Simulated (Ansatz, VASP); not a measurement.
# Cross-check of SnSe2 between VASP and Ansatz

Wanted: the spread between two codes on one cell, functional and k mesh. The cell is generated by rule, not measured, and may not be a known phase. The cell is taken from a series of runs on this material, whose earlier steps may have relaxed, scaled, displaced or heated it; both programs get it as it stands.

Main program and level: Ansatz 0.2.0; plane waves, with VASP 6.6.1 beside it; single point at r2SCAN.

The structure was built from a prototype and need not be the compound's stable phase.

### Step 1. Starting point

The structure is orthorhombic, space group Pmn2_1 (No. 31). Conventional cell: a = 3.970 Å, b = 6.484 Å, c = 6.484 Å, α = 90.00°, β = 90.00°, γ = 90.00°. Nearest to Sn lie 6 Se at 2.65 to 2.88 Å. Se has 3 Sn at 2.65 to 2.88 Å nearest. Se has 3 Sn at 2.68 to 2.76 Å nearest. Farther neighbours and most contacts between anions are not listed.

Structure file:

```xyz
6
Lattice="6.4844 0.0000 0.0000 0.0000 6.4844 0.0000 0.0000 0.0000 3.9703" Properties=species:S:1:pos:R:3 pbc="T T T"
Sn    6.4154    6.4601    0.0000
Sn    3.1732    3.2665    1.9851
Se    2.0423    1.9295    0.0000
Se    4.5459    4.4331    0.0000
Se    5.2845    1.3127    1.9851
Se    1.3037    5.2935    1.9851
```

### Step 2. VASP: single point, r2SCAN

A single point gives forces, pressure and levels at one fixed geometry, so differences don't come from the geometry; what else differs is listed under the comparison.

Lines of VASP's logs that name or quote its potential files are left out, and so is its time.

Input file INCAR:

```
SYSTEM = SnSe2
PREC = Accurate
ENCUT = 550
EDIFF = 1E-06
NELM = 120
ISMEAR = 1
SIGMA = 0.2
LREAL = .FALSE.
ALGO = Normal
METAGGA = R2SCAN
LASPH = .TRUE.
NBANDS = 32
LORBIT = 11
LWAVE = .FALSE.
LCHARG = .FALSE.
ISIF = 2
GGA_COMPAT = .FALSE.
LMIXTAU = .TRUE.
KPAR = 2
```

Input file POSCAR:

```
SnSe2
1.0
    6.4844249796      0.0000000000      0.0000000000
    0.0000000000      6.4844249796      0.0000000000
    0.0000000000      0.0000000000      3.9702852424
Sn Se
2 4
Direct
    0.9893591422      0.9962502865      0.0000000000
    0.4893591422      0.5037497135      0.5000000000
    0.3149507679      0.2975592029      0.0000000000
    0.7010446764      0.6836531113      0.0000000000
    0.8149507679      0.2024407971      0.5000000000
    0.2010446764      0.8163468887      0.5000000000
```

Input file KPOINTS:

```
Automatic mesh
0
Gamma
6 6 12
0 0 0
```

Potentials, in the order of the species: Sn_d and Se (PBE family, release 64).

Command:

```sh
mpirun -np 2 vasp_std
```

Numbers of over 12 decimals in the logs are rounded to 6 here.

Output:

```text
[banner, memory and clock lines left out]
running    2 mpi-ranks, on    1 nodes
 distrk:  each k-point on    1 cores,    2 groups
 distr:  one band on    1 cores,    1 groups

 POSCAR found type information on POSCAR SnSe
 POSCAR found :  2 types and       6 ions
|                                                                             |
|               ----> ADVICE to this user running VASP <----                  |
|                                                                             |
|     You enforced a specific xc type in the INCAR file but a different       |
|     [... a line on the potential file left out ...]
|     I HOPE YOU KNOW WHAT YOU ARE DOING!                                     |
|                                                                             |

 LDA part: xc-table for (None), standard interpolation
 POSCAR, INCAR and KPOINTS ok, starting setup
 FFT: planning ... GRIDC
 FFT: planning ... GRID_SOFT
 FFT: planning ... GRID
 WAVECAR not read
 entering main loop
       N       E                     dE             d eps       ncg     rms          rms(c)
DAV:   1     0.430665965338E+03    0.43067E+03   -0.24843E+04  7352   0.195E+03
DAV:   2    -0.386407612911E+02   -0.46931E+03   -0.45699E+03  7384   0.518E+02
DAV:   3    -0.113492319213E+03   -0.74852E+02   -0.73071E+02  8648   0.178E+02
DAV:   4    -0.117289676106E+03   -0.37974E+01   -0.37713E+01  8584   0.434E+01
DAV:   5    -0.117400861703E+03   -0.11119E+00   -0.11113E+00 10656   0.769E+00    0.786E+00
DAV:   6    -0.112133213255E+03    0.52676E+01   -0.36218E+00 10088   0.234E+01    0.528E+00
DAV:   7    -0.106178862348E+03    0.59544E+01   -0.17890E+00  8520   0.710E+00    0.177E+00
DAV:   8    -0.107887317529E+03   -0.17085E+01   -0.14147E+00  8120   0.734E+00    0.107E+00
DAV:   9    -0.107881810590E+03    0.55069E-02   -0.23808E-01  7952   0.304E+00    0.650E-01
DAV:  10    -0.107921543908E+03   -0.39733E-01   -0.34017E-02  8536   0.145E+00    0.341E-01
DAV:  11    -0.108022017274E+03   -0.10047E+00   -0.16178E-01  7360   0.278E+00    0.196E-01
DAV:  12    -0.108027492528E+03   -0.54753E-02   -0.98765E-03  8832   0.588E-01    0.212E-01
DAV:  13    -0.108031108774E+03   -0.36162E-02   -0.58720E-04  8144   0.182E-01    0.154E-01
DAV:  14    -0.108036681961E+03   -0.55732E-02   -0.25122E-03  7760   0.413E-01    0.116E-01
DAV:  15    -0.108039405991E+03   -0.27240E-02   -0.56421E-03  7736   0.604E-01    0.185E-01
DAV:  16    -0.108039081502E+03    0.32449E-03   -0.39745E-04  8720   0.165E-01    0.135E-01
DAV:  17    -0.108039357447E+03   -0.27594E-03   -0.56027E-04  8472   0.181E-01    0.176E-02
DAV:  18    -0.108039470778E+03   -0.11333E-03   -0.92918E-05  8512   0.621E-02    0.810E-03
DAV:  19    -0.108039481514E+03   -0.10736E-04   -0.21116E-05  8104   0.365E-02    0.246E-02
DAV:  20    -0.108039482453E+03   -0.93910E-06   -0.10726E-05  7512   0.274E-02    0.445E-03
DAV:  21    -0.108039482633E+03   -0.17983E-06   -0.28888E-06  6960   0.124E-02
   1 F= -.10803948E+03 E0= -.10804041E+03  d E =0.278259E-02
```

From OUTCAR (step 2):

```text
ion  position               nearest neighbor table
   1  0.989  0.996  0.000-   5 2.65   5 2.65   6 2.68   6 2.68   4 2.76   3 2.88
   2  0.489  0.504  0.500-   3 2.65   3 2.65   4 2.68   4 2.68   6 2.76   5 2.88
   3  0.315  0.298  0.000-   2 2.65   2 2.65   1 2.88
   4  0.701  0.684  0.000-   2 2.68   2 2.68   1 2.76
   5  0.815  0.202  0.500-   1 2.65   1 2.65   2 2.88
   6  0.201  0.816  0.500-   1 2.68   1 2.68   2 2.76

  LATTYP: Found a simple tetragonal cell.
 ALAT       =     6.4844249796
 C/A-ratio  =     0.6122802338

 Subroutine GETGRP returns: Found  4 space group operations
 (whereof  2 operations were pure point group operations)

The static configuration has the point symmetry C_1h.
 The point group associated with its full space group is C_2v.

 Found    112 irreducible k-points:

   k-points           NKPTS =    112   k-points in BZ     NKDIM =    112   number of bands    NBANDS=     32

   dimension x,y,z NGX =    50 NGY =   50 NGZ =   30
   dimension x,y,z NGXF=   100 NGYF=  100 NGZF=   60

   ENCUT  =  550.0 eV  40.42 Ry    6.36 a.u.  12.40 12.40  7.59*2*pi/ulx,y,z

   NELECT =      52.0000    total number of electrons

 k-points in reciprocal lattice and weights: Automatic mesh
   0.00000000  0.00000000  0.00000000       0.002
   0.16666667  0.00000000  0.00000000       0.005
   0.00000000  0.16666667  0.00000000       0.005
   0.33333333  0.00000000  0.00000000       0.005
   0.00000000  0.33333333  0.00000000       0.005
   0.50000000  0.00000000  0.00000000       0.002
   0.00000000  0.50000000  0.00000000       0.002
   0.16666667  0.16666667  0.00000000       0.009
   0.33333333  0.16666667  0.00000000       0.009
[...]
-0.33333333  0.50000000  0.50000000       0.005
   0.50000000  0.50000000  0.50000000       0.002

 average (electrostatic) potential at core
       1-109.4688       2-109.4688       3 -58.6007       4 -58.6502       5 -58.6007
       6 -58.6502

 E-fermi :   3.5541

 k-point     1 :       0.0000    0.0000    0.0000
  band No.  band energies     occupation
    ...
     22       2.3597      2.00000
     23       2.4430      2.00000
     24       2.4574      2.00000
     25       3.0850      2.00449
     26       3.1070      2.00694
     27       3.8133     -0.06950
     28       5.1275     -0.00000
     29       6.4284     -0.00000
     30       6.4353     -0.00000
     31       7.4151     -0.00000
    ...

 k-point     2 :       0.1667    0.0000    0.0000
  band No.  band energies     occupation
    ...
     22       1.9781      2.00000
     23       2.4775      2.00000
     24       2.5047      2.00000
     25       3.0785      2.00392
     26       3.2470      2.05205
     27       3.6667      0.19488
     28       5.0825     -0.00000
     29       6.4831     -0.00000
     30       6.6024     -0.00000
     31       7.5448     -0.00000
    ...

 k-point     3 :       0.0000    0.1667    0.0000
  band No.  band energies     occupation
    ...
     22       1.9757      2.00000
     23       2.4489      2.00000
     24       2.5299      2.00000
     25       3.0570      2.00247
     26       3.2634      2.05932
     27       3.6641      0.20781
     28       5.0937     -0.00000
     29       6.4276     -0.00000
     30       6.6543     -0.00000
     31       7.5436     -0.00000
    ...

  Total       -0.0121420     -0.0261371     -0.0724629      0.0000000      0.0000000      0.0000000
  in kB       -0.1165291     -0.2508437     -0.6954432      0.0000000      0.0000000      0.0000000
  external PRESSURE =      -0.3542720 kB  Pullay stress =       0.0000000 kB

  energy-cutoff  :      550.00
  volume of cell :      166.94
      direct lattice vectors                 reciprocal lattice vectors
     6.484424980  0.000000000  0.000000000     0.154215679  0.000000000  0.000000000
     0.000000000  6.484424980  0.000000000     0.000000000  0.154215679  0.000000000
     0.000000000  0.000000000  3.970285242     0.000000000  0.000000000  0.251871072

 POSITION                                       TOTAL-FORCE (eV/Angst)
 -----------------------------------------------------------------------------------
      6.41543      6.46011      0.00000        -0.093264     -0.028460      0.000000
      3.17321      3.26653      1.98514        -0.093264      0.028460      0.000000
      2.04227      1.92950      0.00000         0.060429     -0.036759      0.000000
      4.54587      4.43310      0.00000         0.032835     -0.073469      0.000000
      5.28449      1.31271      1.98514         0.060429      0.036759      0.000000
      1.30366      5.29354      1.98514         0.032835      0.073469      0.000000
 -----------------------------------------------------------------------------------
    total drift:                               -0.001779     -0.000000     -0.000002

  FREE ENERGIE OF THE ION-ELECTRON SYSTEM (eV)
  ---------------------------------------------------
  free  energy   TOTEN  =      -108.0394826330 eV

  energy  without entropy=     -108.0422652238  energy(sigma->0) =     -108.04041016

 total charge
# of ion       s       p       d       tot
------------------------------------------
    1        1.052   0.988  10.090  12.130
    2        1.052   0.988  10.090  12.130
    3        1.473   2.368   0.024   3.865
    4        1.470   2.375   0.023   3.868
    5        1.473   2.368   0.024   3.865
    6        1.470   2.375   0.023   3.868
--------------------------------------------------
tot          7.990  11.462  20.273  39.725

[... 3 further parts left out ...]
```

The run ends at a pressure of -0.04 GPa, with forces up to 0.098 eV/Å.

### Step 3. Ansatz: single point, r2SCAN

Ansatz runs on its default PAW (the set named soft_2) files.

The same cell, functional, mesh and smearing now go to Ansatz, which takes its cutoff from its data sets.

Input file input.yaml:

```yaml
crystal:
  lattice:
    - [6.4844249796, 0.0, 0.0]
    - [0.0, 6.4844249796, 0.0]
    - [0.0, 0.0, 3.9702852424]
  atoms:
    - { symbol: Sn, position: [-0.0106408578, -0.0037497135, 0.0] }
    - { symbol: Sn, position: [0.4893591422, 0.5037497135, 0.5] }
    - { symbol: Se, position: [0.3149507679, 0.2975592029, 0.0] }
    - { symbol: Se, position: [0.7010446764, 0.6836531113, 0.0] }
    - { symbol: Se, position: [0.8149507679, 0.2024407971, 0.5] }
    - { symbol: Se, position: [0.2010446764, 0.8163468887, 0.5] }
kpoints:
  mp_grid: { grid: [6, 6, 12] }
hamiltonian:
  xc: r2scan
scf:
  occupations: { method: methfessel_paxton, width: 0.2 }
output:
  forces: true
  stress: true
  eigenvalues: true
```

Command:

```sh
ansatz run input.yaml --threads 8 --pin off --max-ram 14336MiB --backend cpu --events-out ev --progress --plain --runs-dir out
```

Output:

```text
Engine: ansatz 0.2.0, aarch64-unknown-linux-gnu
Pseudopotentials: kind: paw
Pseudopotential: Sn, paw, valence charge 14, recommended cutoff 500 eV (meta_gga), Sn.paw.azcp
Pseudopotential: Se, paw, valence charge 16, recommended cutoff 500 eV (meta_gga), Se.paw.azcp
Functional definition: r2SCAN
  parameter k0 = 0.174
  parameter k1 = 0.065
  parameter a1 = 4.9479
  exchange = r2scan_x(k0 = k0, k1 = k1, a1 = a1)
  correlation = r2scan_c
Crystal: 6 atoms, lattice volume = 166.942 Å³
Basis set: ecut = 500 eV, 4235 PW (Γ), exchange–correlation on 192×192×120 points (64 copies of the dense FFT grid, shifted against one another)
Bands: 56, of which v1, the nominal top of the filled ones, is band 46 counted from 1 (45 counted from 0)
Symmetry: 4 space group operations
Space group: Pmn21 (ITA 31), of the structure as read, at distance tolerance 5.5e-5 Å
k-points: 112 of 432 (time reversal used)
Non-local potential: Sn, projectors of the file, l = 0: 2, l = 1: 2, l = 2: 2, l = 3: 2
Non-local potential: Se, projectors of the file, l = 0: 2, l = 1: 2, l = 2: 3, l = 3: 1
PAW form: soft (Blöchl's): semilocal exchange-correlation on the pseudo side does not see the compensation charge
PAW frozen core: Sn, regenerated for the run's functional (the file was generated under x = pbe(κ = 0.804, μ = 0.219515), c = pbe(β = 0.066725))
PAW frozen core: Se, regenerated for the run's functional (the file was generated under x = pbe(κ = 0.804, μ = 0.219515), c = pbe(β = 0.066725))
PAW one-centre angular grid: Sn, 590 points (default); XC on 249 of its mesh's 2787 points in the sphere
PAW one-centre angular grid: Se, 590 points (default); XC on 160 Gauss nodes
Initial density: superposition of atomic densities (neutral atoms: chi_scale 0, normalization atom), corrected by the library's trained network
Initial wavefunctions: pseudopotential atomic-orbital guess
Functional: x = r2scan, c = r2scan; τ floored in thin density (d = 2e-4 eV/Å³)
SCF iter   1: F=—  HF=-33991.098364 eV  |F-HF|=—  |Δ(HF+E_count)|=         —  Δρ=6.98e-3  dr2=1.10e-1  dr2_τ=1.56e-2  ethr=1.77e-3  ⟨swp⟩=7.0  Hψ=24447  notcnv=0  defer=1
preconditioner: auto → Kerker (q_TF=auto, 2.470 Å⁻¹)  [metal: Δε(μ)=0.058 eV  Ē_g=10.481 eV  σ=0.200 eV  W_gap=0.24  n_scr=38 (ndim 8)  ℏωp=16.3 eV  f_vac=0.107  D(μ)=0.71/eV (n_scr^D=0)]
SCF iter   2: F=—  HF=-33991.113597 eV  |F-HF|=—  |Δ(HF+E_count)|=   1.52e-2  S|Δr|=    0.00e0  Δρ=4.10e-3  dr2=4.50e-2  dr2_τ=2.59e-4  ethr=1.19e-4  ⟨swp⟩=3.0  Hψ=12635  notcnv=0  defer=35
SCF iter   3: F=—  HF=-33991.106246 eV  |F-HF|=—  |Δ(HF+E_count)|=   7.35e-3  S|Δr|=    0.00e0  Δρ=1.26e-3  dr2=6.33e-3  dr2_τ=3.60e-5  ethr=4.89e-5  ⟨swp⟩=2.2  Hψ=7078  notcnv=0  defer=35
SCF iter   4: F=—  HF=-33991.104864 eV  |F-HF|=—  |Δ(HF+E_count)|=   1.38e-3  S|Δr|=    0.00e0  Δρ=5.26e-4  dr2=1.07e-3  dr2_τ=6.93e-6  ethr=6.88e-6  ⟨swp⟩=3.0  Hψ=11320  notcnv=0  defer=35
SCF iter   5: F=—  HF=-33991.104801 eV  |F-HF|=—  |Δ(HF+E_count)|=   6.37e-5  S|Δr|=    0.00e0  Δρ=2.10e-4  dr2=2.50e-4  dr2_τ=1.36e-6  ethr=1.16e-6  ⟨swp⟩=2.0  Hψ=7220  notcnv=0  defer=35
SCF iter   6: F=—  HF=-33991.104810 eV  |F-HF|=—  |Δ(HF+E_count)|=   9.60e-6  S|Δr|=    0.00e0  Δρ=1.23e-4  dr2=3.70e-5  dr2_τ=6.51e-7  ethr=2.72e-7  ⟨swp⟩=2.0  Hψ=8798  notcnv=0  defer=35
SCF iter   7: F=—  HF=-33991.104841 eV  |F-HF|=—  |Δ(HF+E_count)|=   3.06e-5  S|Δr|=    0.00e0  Δρ=5.30e-5  dr2=5.92e-6  dr2_τ=7.85e-8  ethr=4.02e-8  ⟨swp⟩=2.0  Hψ=8812  notcnv=0  defer=52
SCF iter   8: F=—  HF=-33991.104844 eV  |F-HF|=—  |Δ(HF+E_count)|=   3.38e-6  S|Δr|=    0.00e0  Δρ=1.35e-5  dr2=4.97e-7  dr2_τ=2.31e-8  ethr=6.44e-9  ⟨swp⟩=2.0  Hψ=10590  notcnv=0  defer=52
SCF iter   9: F=—  HF=-33991.104844 eV  |F-HF|=—  |Δ(HF+E_count)|=   2.54e-7  S|Δr|=    0.00e0  Δρ=7.71e-6  dr2=1.26e-7  dr2_τ=2.42e-9  ethr=1.09e-10  ⟨swp⟩=11.0  Hψ=29627  notcnv=0
SCF iter  10: F=-33991.104844 eV  HF=-33991.104844 eV  |F-HF|=5.09e-9  |Δ(HF+E_count)|=   7.59e-8  S|Δr|=    0.00e0  Δρ=2.15e-6  dr2=1.41e-8  dr2_τ=1.24e-10  ethr=1.09e-10  ⟨swp⟩=4.9  Hψ=21278  notcnv=0
SCF 1 converged in 10 iterations: F = -33991.104844 eV  dr2 = 1.41e-8
  greatest PAW one-centre occupation: 1.000 electrons in one spin orbital (limit 2), on the Se atom at site 3 (counted from 0), in its partial waves of l = 2
SCF converged after 10 iterations
Stability not checked: this state was not tested for a lower state beside it, because cold or Methfessel-Paxton smearing, or corrected tetrahedra, fill the levels in a way that the test cannot read (fill_not_monotonic; see scf.lower_state_search)
Free energy (F): -33991.104844 eV
Harris-Foulkes:  -33991.104844 eV  (|F-HF|=5.09e-9)
Internal energy: -33991.107603 eV  (E = F + TS)
E sigma→0 (E₀):  -33991.105534 eV
Entropy (-TS):   0.002759 eV (0.460 meV/atom)
Fermi energy:    7.204117 eV
--- Per-component energies (eV) ---
  E_band       = -1892.896802
  E_kinetic    = 847.054884
  E_local      = -12449.134598  (includes V_loc(G=0)·N_el)
  E_nonlocal   = -2444.718739
  E_hartree    = 6330.680060
  E_xc         = -1138.416632
  E_vxc        = -626.332394  (∫ρ·V_xc dr)
  E_paw        = -16027.969748  (= ΣΔE_a)
  E_vpaw       = 85.457409  (= ΣTr[D̂ρ^β])
  E_aug_tail   = -0.000839  (compensation charges beyond the density's cutoff)
  E_vtau       = 33.422513  (kinetic-family band-sum trace: ∫τ·v_τ [+ j·A + Jᵃ·Aᵃ] dr)
  E_ewald      = -9103.013550
  E_core_change = -5.588441  (= ΣΔE_core)
  E_smearing   = 0.002759  (= −TS)
  E_closure    = -0.000000  (closes the sum)
  Σ components = -33991.104844   (vs F -33991.104844, Δ=0.00e0)
--- Forces (eV/Å), atoms counted from 1 ---
  atom   1  Sn    -0.09395966    -0.02666602     0.00000000
  atom   2  Sn    -0.09395966     0.02666602     0.00000000
  atom   3  Se     0.06372379    -0.03305824     0.00000000
  atom   4  Se     0.03023585    -0.07569990     0.00000000
  atom   5  Se     0.06372379     0.03305824     0.00000000
  atom   6  Se     0.03023585     0.07569990     0.00000000
  max |Σ_I F_I| component: 5.42e-8 eV/Å
--- Stress (GPa, compression-positive) ---
       -0.011743       0.000000       0.000000
        0.000000      -0.032733       0.000000
        0.000000       0.000000      -0.111296
  P = ⅓ Tr σ = -0.0519 GPa (-0.519 kbar)
--- Band table (eV; the first three rows and the last of 112) ---
  k-point 0: bands = [... 42 lower, 6.0963, 6.1107, 6.7356, 6.7577, 7.4621, 8.7794, 10.0786, 10.0858, ... 6 higher]
  k-point 1: bands = [... 42 lower, 5.7075, 6.7039, 6.7875, 6.8158, 7.4106, 9.0736, 10.4400, 10.4489, ... 6 higher]
  k-point 2: bands = [... 42 lower, 4.9555, 6.7398, 6.7625, 7.2498, 7.4192, 9.6557, 10.9543, 11.1938, ... 6 higher]
  k-point 111: bands = [... 42 lower, 6.1353, 6.1353, 6.4169, 6.4169, 7.6818, 7.6818, 11.9150, 11.9150, ... 6 higher]
```

The run ends at a pressure of -0.05 GPa, with forces up to 0.098 eV/Å.

### Step 4. Side by side

Known differences besides the potentials themselves: VASP keeps PBE cores, Ansatz makes them for the functional; the data sets hold 92 valence electrons in Ansatz (on its default PAW (the set named soft_2) files) and 52 in VASP; the cutoff is 500 eV in Ansatz and 550 eV in VASP. Total energies have different zeros and are not compared.

The two programs side by side:

```csv
quantity,Ansatz,VASP,difference
pressure (GPa),-0.05,-0.04,-0.02
```

Forces (eV/Å; atoms numbered as in POSCAR):

| atom | Ansatz x, y, z | VASP x, y, z |
| --- | --- | --- |
| Sn1 | -0.094, -0.027, 0.000 | -0.093, -0.028, 0.000 |
| Sn2 | -0.094, 0.027, 0.000 | -0.093, 0.028, 0.000 |
| Se3 | 0.064, -0.033, 0.000 | 0.060, -0.037, 0.000 |
| Se4 | 0.030, -0.076, 0.000 | 0.033, -0.073, 0.000 |
| Se5 | 0.064, 0.033, 0.000 | 0.060, 0.037, 0.000 |
| Se6 | 0.030, 0.076, 0.000 | 0.033, 0.073, 0.000 |

The forces differ by 2.1 meV/Å r.m.s., which is 4.4 % of the r.m.s. force of 0.048 eV/Å (both taken over all components).

### Step 5. Results

```json
{
  "r.m.s. force difference (single point, r2SCAN)": "2.1 meV/Å"
}
```

What this shows: The r.m.s. force difference is 2.1 meV/Å (single point, r2SCAN), within the 12 meV/Å picked in this series as the mark of a large difference. The data sets hold unlike numbers of valence electrons (92 in Ansatz and 52 in VASP), so part of the differences comes from the potentials. How closely two codes agree says nothing of how well the functional describes the real material.

[Lines on the potential files, build, host, timing and source positions are cut from VASP's logs without a mark.]

[Logs are printed without paths, hosts, clocks, repeated set-up lines and the standing remarks that a program may print on its own settings, such as how far it seeks lower states.]

[Hosts, paths, dates, database ids (printed as entryN), source tags and the programs' standing remarks are cut or masked in the printed files.]
